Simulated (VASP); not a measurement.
Input for VASP

File KPOINTS:
```
Automatic mesh
0
Gamma
12 12 12
0 0 0
```

**INCAR**
```
SYSTEM = Mo
PREC = Accurate
ENCUT = 400
EDIFF = 1E-6
NELM = 100
ALGO = Normal
LREAL = .FALSE.
LASPH = .TRUE.
ISMEAR = 1
SIGMA = 0.1
GGA = PE
LMAXMIX = 4
LWAVE = .FALSE.
LCHARG = .FALSE.
ISIF = 2
LEPSILON = .TRUE.
```

**POSCAR**
```
Mo
1
   -1.6065000000     1.6065000000     1.6065000000
    1.6065000000    -1.6065000000     1.6065000000
    1.6065000000     1.6065000000    -1.6065000000
Mo
1
Direct
  0.0000000000   0.0000000000   0.0000000000
```

POTCAR, in this order: Mo_sv (PBE.64 set). Program: vasp_std.

The run wrote:

### standard output
```
...
RMM:   1    -0.857938703887E+00   -0.85794E+00   -0.57810E+00  3317   0.558E+00
RMM:   2    -0.957933313555E+00   -0.99995E-01   -0.13203E-02  2505   0.759E-01
RMM:   3    -0.958012495544E+00   -0.79182E-04   -0.31682E-04  2416   0.867E-02
RMM:   4    -0.958014590345E+00   -0.20948E-05   -0.10954E-05  2349   0.140E-02
RMM:   5    -0.958014675838E+00   -0.85494E-07   -0.61880E-07  2010   0.341E-03
 change of polarisation eV/A/(eV/A) component  2 :     0.264     1.916     0.121
 dielectric tensor                  component  2 :     2.881    21.906     1.317
 Linear response to external field (no local field effect), progress :
  Direction:   3
       N       E                     dE             d eps       ncg     rms          rms(c)
RMM:   1    -0.434772150333E+01   -0.43477E+01   -0.36440E+01  3231   0.693E+00
RMM:   2    -0.501653242674E+01   -0.66881E+00   -0.51303E-02  2503   0.101E+00
RMM:   3    -0.501681881997E+01   -0.28639E-03   -0.11838E-03  2399   0.138E-01
RMM:   4    -0.501682219163E+01   -0.33717E-05   -0.25912E-05  2265   0.197E-02
RMM:   5    -0.501682203119E+01    0.16044E-06   -0.14674E-06  1891   0.431E-03
 change of polarisation eV/A/(eV/A) component  3 :    -0.322     0.121    10.034
 dielectric tensor                  component  3 :    -3.510     1.317   110.477
 Linear response to external field, progress :
  Direction:   1
       N       E                     dE             d eps       ncg     rms          rms(c)
RMM:   1    -0.204917948755E+01   -0.20492E+01   -0.16055E+01  7300   0.617E+00
RMM:   2    -0.233524569988E+01   -0.28607E+00   -0.28275E-02  5626   0.866E-01    0.853E-01
RMM:   3    -0.232598781941E+01    0.92579E-02   -0.10383E-02  5152   0.118E+00    0.391E-01
RMM:   4    -0.232890985591E+01   -0.29220E-02   -0.53561E-03  5531   0.913E-01    0.127E-01
RMM:   5    -0.233175589650E+01   -0.28460E-02   -0.28494E-04  5550   0.201E-01    0.113E-02
RMM:   6    -0.233168982629E+01    0.66070E-04   -0.12536E-05  5476   0.350E-02    0.333E-03
RMM:   7    -0.233173988582E+01   -0.50060E-04   -0.72430E-07  5186   0.899E-03    0.795E-04
RMM:   8    -0.233174515094E+01   -0.52651E-05   -0.11712E-07  5049   0.311E-03    0.588E-05
RMM:   9    -0.233174526027E+01   -0.10933E-06   -0.10354E-08  2458   0.789E-04    0.475E-05
 change of polarisation eV/A/(eV/A) component  1 :     4.646    -0.031     0.034
 dielectric tensor                  component  1 :    51.693    -0.334     0.371
 Linear response to external field, progress :
  Direction:   2
       N       E                     dE             d eps       ncg     rms          rms(c)
RMM:   1    -0.204914748126E+01   -0.20491E+01   -0.16055E+01  7302   0.617E+00
RMM:   2    -0.233520854500E+01   -0.28606E+00   -0.28186E-02  5623   0.865E-01    0.853E-01
RMM:   3    -0.232595033324E+01    0.92582E-02   -0.10372E-02  5151   0.118E+00    0.391E-01
RMM:   4    -0.232887238844E+01   -0.29221E-02   -0.53619E-03  5536   0.913E-01    0.127E-01
RMM:   5    -0.233171771573E+01   -0.28453E-02   -0.28419E-04  5543   0.201E-01    0.114E-02
RMM:   6    -0.233165133444E+01    0.66381E-04   -0.12509E-05  5469   0.350E-02    0.333E-03
RMM:   7    -0.233170137822E+01   -0.50044E-04   -0.71316E-07  5188   0.902E-03    0.798E-04
RMM:   8    -0.233170671280E+01   -0.53346E-05   -0.11379E-07  5052   0.313E-03    0.582E-05
RMM:   9    -0.233170683286E+01   -0.12006E-06   -0.52866E-09  2457   0.790E-04    0.470E-05
 change of polarisation eV/A/(eV/A) component  2 :     0.013     4.646     0.082
 dielectric tensor                  component  2 :     0.145    51.692     0.897
 Linear response to external field, progress :
  Direction:   3
       N       E                     dE             d eps       ncg     rms          rms(c)
RMM:   1    -0.204914125452E+01   -0.20491E+01   -0.16055E+01  7285   0.617E+00
RMM:   2    -0.233524827349E+01   -0.28611E+00   -0.28295E-02  5628   0.866E-01    0.853E-01
RMM:   3    -0.232599022834E+01    0.92580E-02   -0.10383E-02  5148   0.118E+00    0.391E-01
RMM:   4    -0.232891212242E+01   -0.29219E-02   -0.53548E-03  5528   0.913E-01    0.127E-01
RMM:   5    -0.233175860206E+01   -0.28465E-02   -0.28455E-04  5550   0.201E-01    0.113E-02
RMM:   6    -0.233169201529E+01    0.66587E-04   -0.12518E-05  5477   0.349E-02    0.333E-03
RMM:   7    -0.233174228993E+01   -0.50275E-04   -0.74011E-07  5185   0.898E-03    0.795E-04
RMM:   8    -0.233174749202E+01   -0.52021E-05   -0.11691E-07  5034   0.311E-03    0.584E-05
RMM:   9    -0.233174760208E+01   -0.11005E-06   -0.10222E-08  2439   0.789E-04    0.475E-05
 change of polarisation eV/A/(eV/A) component  3 :    -0.039     0.034     4.646
 dielectric tensor                  component  3 :    -0.430     0.367    51.693
 Born effective charges drift removed
```

File OUTCAR:
```
------------------------ aborting loop because EDIFF is reached ----------------------------------------

 HEAD OF MICROSCOPIC STATIC DIELECTRIC TENSOR (INDEPENDENT PARTICLE, excluding Hartree and local field effects)
 ------------------------------------------------------
          51.962822     0.000000     0.000000
          -0.000000    51.962822    -0.000000
           0.000000    -0.000000    51.962822
 ------------------------------------------------------

 MACROSCOPIC STATIC DIELECTRIC TENSOR (including local field effects in DFT)
 ------------------------------------------------------
          51.692901    -0.000000    -0.000000
           0.000000    51.692901    -0.000000
          -0.000000    -0.000000    51.692901
 ------------------------------------------------------

 PIEZOELECTRIC TENSOR (including local field effects)  for field in x, y, z        (e  Angst)
          XX          YY          ZZ          XY          YZ          ZX
  --------------------------------------------------------------------------------
  x     0.00000     0.00000     0.00000     0.00000     0.00000     0.00000
  y     0.00000     0.00000     0.00000     0.00000     0.00000     0.00000
  z     0.00000     0.00000     0.00000     0.00000     0.00000     0.00000

 PIEZOELECTRIC TENSOR (including local field effects)  for field in x, y, z        (C/m^2)
          XX          YY          ZZ          XY          YZ          ZX
  --------------------------------------------------------------------------------
  x     0.00000     0.00000     0.00000     0.00000     0.00000     0.00000
  y     0.00000     0.00000     0.00000     0.00000     0.00000     0.00000
  z     0.00000     0.00000     0.00000     0.00000     0.00000     0.00000

 BORN EFFECTIVE CHARGES (including local field effects) (in |e|, cummulative output)
 ---------------------------------------------------------------------------------
 ion    1
    1     0.00000     0.00000     0.00000
    2     0.00000     0.00000     0.00000
    3     0.00000     0.00000     0.00000
```
(Selected blocks of OUTCAR.)

### Question
The run ends quietly. Is anything wrong with it?

### Answer
The cause: LEPSILON was set for a metal. The run ends without an error. Against the sound run, the energy per atom (σ→0) hardly moves; the pressure stays essentially unchanged. To mend it, drop LEPSILON, since a metal has no finite static dielectric tensor or Born charges. The plain static run on this cell (PBE GGA, plane waves, VASP's PBE PAW potentials (set 64)) converges, and its OSZICAR ends with
```
   1 F= -.10920311E+02 E0= -.10920134E+02  d E =-.533601E-03
```

The compound is Mo in the bcc structure. The cell was not relaxed at this level.
